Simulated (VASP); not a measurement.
Write the native input for VASP 6.6.1 that does the following.

```yaml
Task: single point
Functional: PBE
Dispersion: D3(BJ)
Potentials_or_basis: VASP PAW PBE potentials, release 64 (O, H, Ag, F)
Cutoff: 520 eV
k_mesh: 1 × 1 × 1
Occupations: fermi-dirac, width 0.05 eV
Spin: no spin polarisation
Dipole_correction: no
Further_INCAR_settings: LREAL = Auto; ALGO = Fast; EDIFF = 1e-06; NBANDS = 60
```

The structure of AgH16O8F lies in POSCAR:

```
AgH16O8F
1.0
    6.5731380000      0.0000000000      0.0000000000
    0.0000000000      6.5731380000      0.0000000000
    0.0000000000      0.0000000000      6.5731380000
O H Ag F
8 16 1 1
Direct
    0.7319791552      0.6702278273      0.3322157545
    0.2483288804      0.2754392194      0.4835589942
    0.4716925158      0.0531709512      0.2434453681
    1.0590527690      0.2154222230      0.0466443881
    0.8139947769      0.3959600422      0.7029671369
    0.2678933563      0.8616432517      0.7338199807
    0.2923261310      0.5998656958      0.2089565136
    0.6516370111      0.9733402828      0.8845546830
    0.8181024041      0.7448801470      0.2361581333
    0.5983443524      0.6334265308      0.2696429012
    0.2347584974      0.4292774623      0.4517477041
    0.2382728006      0.2134140497      0.3473074808
    0.5004002654     -0.0929084404      0.2447841503
    0.5246048387      0.0723703047      0.0946427718
    1.0480382429      0.0718530480      0.0675324328
    0.9273196455      0.2475529952     -0.0052638481
    0.8185131668      0.4770932848      0.5813813737
    0.9617324328      0.3570745054      0.7075920207
    0.1839912687      0.8721557344      0.8528498869
    0.2619449036      0.9792126683      0.6453538629
    0.1877185600      0.6992854859      0.1892703302
    0.2420305188      0.4778843834      0.1441472855
    0.7904900217      0.9269393097      0.9138861834
    0.5632165337      0.8628146861      0.8190456370
    0.6552578084      0.1724594859      0.5101064362
    0.9903489018      0.8192281982      0.0921781956
```

The cell was built by a generator and needn't be a form met in nature.

These files were run (other wordings do the same):

INCAR

```
PREC = Accurate ; ENCUT = 520
EDIFF = 1E-6 ; ISMEAR = -1
SIGMA = 0.05 ; LREAL = Auto
LASPH = T ; NELM = 100
ALGO = Fast ; ISIF = 2
LWAVE = F ; LCHARG = F
GGA = PE ; IVDW = 12
NBANDS = 60
```

KPOINTS

```
regular mesh
0
Gamma
  1 1 1
```

Potentials or basis: VASP PAW PBE potentials, release 64 (O, H, Ag, F).

Launch:

```bash
$ cat potpaw_PBE.64/O/POTCAR potpaw_PBE.64/H/POTCAR potpaw_PBE.64/Ag/POTCAR potpaw_PBE.64/F/POTCAR > POTCAR
$ mpirun -np 1 vasp_gam > vasp.out
```

It gave:

The pressure is -0.4 GPa, the largest force is 2.155 eV/Å and the band gap on the k mesh is 3.31 eV, direct. The dispersion energy per atom is -0.043 eV.

Wall time 46 s on 1 thread of Intel(R) Xeon(R) Platinum 8175M CPU @ 2.50GHz (Skylake/Cascade Lake), with other jobs on the host, peak memory 0.36 GiB.
